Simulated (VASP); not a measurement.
Output of a VASP run:

OSZICAR:
```
       N       E                     dE             d eps       ncg     rms          rms(c)
DAV:   1     0.517378146244E+02    0.51738E+02   -0.88428E+03  1992   0.124E+03
DAV:   2    -0.559652211565E+01   -0.57334E+02   -0.56137E+02  1981   0.318E+02
DAV:   3    -0.891328671068E+01   -0.33168E+01   -0.31259E+01  2746   0.409E+01
DAV:   4    -0.904583988095E+01   -0.13255E+00   -0.12548E+00  2663   0.891E+00
DAV:   5    -0.905044275478E+01   -0.46029E-02   -0.45998E-02  2816   0.114E+00    0.236E+01
DAV:   6    -0.904846413334E+01    0.19786E-02   -0.25783E-02  3056   0.148E+00    0.141E+01
DAV:   7    -0.905551401991E+01   -0.70499E-02   -0.46976E-02  3049   0.202E+00    0.238E-01
DAV:   8    -0.905518681531E+01    0.32720E-03   -0.26347E-03  2521   0.430E-01    0.623E-02
DAV:   9    -0.905520420784E+01   -0.17393E-04   -0.22528E-04  2573   0.138E-01    0.330E-02
DAV:  10    -0.905519725069E+01    0.69572E-05   -0.41262E-05  2600   0.511E-02    0.442E-02
DAV:  11    -0.905519804712E+01   -0.79643E-06   -0.52891E-06  2451   0.189E-02    0.119E-03
DAV:  12    -0.905519830608E+01   -0.25896E-06   -0.46925E-07  2431   0.646E-03    0.339E-03
DAV:  13    -0.905519818049E+01    0.12559E-06   -0.44594E-08  1458   0.186E-03    0.397E-04
DAV:  14    -0.905519817981E+01    0.68280E-09   -0.72769E-09  1473   0.973E-04
   1 F= -.95381203E+01 E0= -.95370972E+01  d E =-.953812E+01
       N       E                     dE             d eps       ncg     rms          rms(c)
DAV:   1    -0.905686552144E+01   -0.16673E-02   -0.60068E-02  1986   0.186E+00    0.160E-01
DAV:   2    -0.905612343736E+01    0.74208E-03   -0.12643E-03  2576   0.378E-01    0.973E-02
DAV:   3    -0.905577591307E+01    0.34752E-03   -0.39188E-04  2535   0.165E-01    0.559E-02
DAV:   4    -0.905577617800E+01   -0.26493E-06   -0.82201E-05  2919   0.698E-02    0.256E-02
DAV:   5    -0.905577625171E+01   -0.73705E-07   -0.16827E-06  2570   0.103E-02    0.893E-03
DAV:   6    -0.905577604470E+01    0.20701E-06   -0.33900E-07  2448   0.474E-03    0.156E-03
DAV:   7    -0.905577601514E+01    0.29554E-07   -0.38590E-08  1223   0.186E-03
   2 F= -.95386783E+01 E0= -.95377396E+01  d E =-.558054E-03
       N       E                     dE             d eps       ncg     rms          rms(c)
DAV:   1    -0.905748835480E+01   -0.17123E-02   -0.81619E-02  1976   0.216E+00    0.186E-01
DAV:   2    -0.905646762079E+01    0.10207E-02   -0.17272E-03  2566   0.441E-01    0.115E-01
DAV:   3    -0.905599284873E+01    0.47477E-03   -0.53462E-04  2530   0.192E-01    0.669E-02
DAV:   4    -0.905599291090E+01   -0.62171E-07   -0.11173E-04  2912   0.813E-02    0.302E-02
DAV:   5    -0.905599300097E+01   -0.90073E-07   -0.22953E-06  2618   0.120E-02    0.996E-03
DAV:   6    -0.905599274790E+01    0.25307E-06   -0.45992E-07  2557   0.547E-03    0.180E-03
DAV:   7    -0.905599271637E+01    0.31525E-07   -0.50377E-08  1173   0.209E-03
   3 F= -.95388795E+01 E0= -.95380746E+01  d E =-.759273E-03
```

**OUTCAR**
```
------------------------ aborting loop because EDIFF is reached ----------------------------------------
  Edisp (eV):   -0.48289
  FORCE on cell =-STRESS in cart. coord.  units (eV):
  Direction    XX          YY          ZZ          XY          YZ          ZX
  --------------------------------------------------------------------------------------
  Total      -0.91224    -0.91224    -0.92354     0.00000     0.00000     0.00000
  in kB     -22.25391   -22.25390   -22.52958     0.00000     0.00000     0.00000
  external pressure =      -22.35 kB  Pullay stress =        0.00 kB
  volume of cell :       65.68
      direct lattice vectors                 reciprocal lattice vectors
     1.824906777 -3.160831074  0.000000000     0.273986598 -0.158186245  0.000000000
     1.824906777  3.160831074  0.000000000     0.273986598  0.158186245 -0.000000000
     0.000000000  0.000000000  5.692990825     0.000000000  0.000000000  0.175654595
 POSITION                                       TOTAL-FORCE (eV/Angst)
 -----------------------------------------------------------------------------------
      1.82491      1.05361      1.42325         0.000000      0.000000      0.000000
      1.82491     -1.05361      4.26974        -0.000000     -0.000000      0.000000
 -----------------------------------------------------------------------------------
    total drift:                                0.000000      0.000105     -0.000011
  FREE ENERGIE OF THE ION-ELECTRON SYSTEM (eV)
  ---------------------------------------------------
  free  energy   TOTEN  =        -9.5388795301 eV

  energy  without entropy=       -9.5364648173  energy(sigma->0) =       -9.53807463

 reached required accuracy - stopping structural energy minimisation
```
(Selected blocks of OUTCAR.)

**POSCAR**
```
Dy
1
    1.8317359898    -3.1726595964     0.0000000000
    1.8317359898     3.1726595964     0.0000000000
    0.0000000000     0.0000000000     5.6506199392
Dy
2
Direct
  0.3333330000   0.6666670000   0.2500000000
  0.6666670000   0.3333330000   0.7500000000
```

### Question
Reconstruct the remaining input files.

### Answer
One answer among several that fit: the input of the run itself, PBE GGA with D4 dispersion, plane waves, VASP's PBE PAW potentials (set 64).

### KPOINTS
```
kpoints
0
G
12 12 7
```

**INCAR**
```
ALGO  =  Normal
EDIFF  =  1E-7
EDIFFG  =  -0.01
ENCUT  =  520
GGA  =  PE
IBRION  =  2
ISIF  =  4
ISMEAR  =  1
IVDW  =  13
LASPH  =  T
LCHARG  =  F
LMAXMIX  =  6
LREAL  =  F
LWAVE  =  F
NELM  =  100
NSW  =  30
PREC  =  Accurate
SIGMA  =  0.1
SYSTEM  =  Dy
```

POTCAR, in this order: Dy_3 (PBE.64 set). Program: vasp_std.

The 4f electrons are frozen in the core of the lanthanide potential, so 4f levels, which can set the real gap, and their magnetism are missing.

The compound is Dy in the hcp structure. This cell is one point of a volume scan, at 1.06 of the reference volume. Symmetry was kept, so distortions that lower it aren't found.
